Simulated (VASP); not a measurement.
Input:

```
BeTe
1.0
    0.00000     2.88926     2.88926
    2.88926     0.00000     2.88926
    2.88926     2.88926     0.00000
Be Te
1 1
Direct
  0.00000   0.00000   0.00000
  0.25000   0.25000   0.25000
```

Level of theory: vdW-DF2, VASP's PBE PAW potentials (set 64) (plane waves; VASP). Numerical set-up: 520 eV cut-off, Gaussian smearing of 0.050 eV, potentials Be Te.

Unless said otherwise, spin-orbit coupling is left out, though it shifts the bands of the heavy elements here.

Question: Estimate the band gap (along the path) with the smallest direct gap where there is one.

Answer: 
```json
{
  "band gap (along the path)": "2.35 eV",
  "smallest direct gap (along the path)": "3.38 eV"
}
```

Only differences to runs with the same potentials and settings are physical.

The compound is BeTe in the zinc blende structure. It was relaxed first, which changed the volume by +8 %.
